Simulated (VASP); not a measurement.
Given:

```yaml
crystal:
  lattice:
    - [0.00000, 2.75133, 2.75133]
    - [2.75133, 0.00000, 2.75133]
    - [2.75133, 2.75133, 0.00000]
  atoms:
    - { symbol: Zn, position: [0.00000, 0.00000, 0.00000] }
    - { symbol: S, position: [0.25000, 0.25000, 0.25000] }
```

Method: PBEsol GGA, VASP's PBE PAW potentials (set 64) (plane waves; VASP). Numerical set-up: 300 eV cut-off, 5×5×5 Γ-centred mesh shifted by (0.5, 0.5, 0.5), Gaussian smearing of 0.010 eV, potentials Zn S.

At this cut-off the stress carries a Pulay error, which pulls relaxed volumes low.

Question: What does the run give for the energy per atom (σ→0), pressure?

Answer: 
```
Quantity                        Value
---------------------  --------------
energy per atom (σ→0)  -3.765 eV/atom
pressure                    -5.31 GPa
```

Total energies compare only between runs with the same potentials, cut-off and functional.

The structure comes from a computed database's ZnS entry; how it stands against other phases isn't given here. The cell was not relaxed at this level.
